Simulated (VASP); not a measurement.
GW runs with VASP on NaCl (rock salt), on PBE orbitals with a Kohn-Sham gap of 5.11 eV on the mesh.

```
NaCl
1.0
    0.00000     2.82000     2.82000
    2.82000     0.00000     2.82000
    2.82000     2.82000     0.00000
Na Cl
1 1
Direct
  0.00000   0.00000   0.00000
  0.50000   0.50000   0.50000
```

Settings: PREC = Normal, 500 eV cut-off, 4×4×4 Γ-centred mesh, Gaussian smearing of 0.010 eV, potentials Na_sv_GW Cl_GW.

The mesh is coarse and the basis finite, so the quasiparticle values are not converged.

```tsv
run	level	NBANDS	ENCUTGW (eV)	QP gap (eV)	smallest direct QP gap (eV)
run 1	G0W0@PBE, 1 step(s)	64	150	7.84	7.84
run 2	G0W0@PBE, 1 step(s)	160	200	8.00	8.00
run 3	evGW0@PBE, 4 step(s)	160	200	…	…
```

Problem. What belongs in the gaps?

Solution. 
- run 3, QP gap (eV): 8.51
- run 3, smallest direct QP gap (eV): 8.51

Left out are failed runs and those that VASP or the mesh makes unfit.

The compound is NaCl in the rock salt structure. The cell was not relaxed at this level.
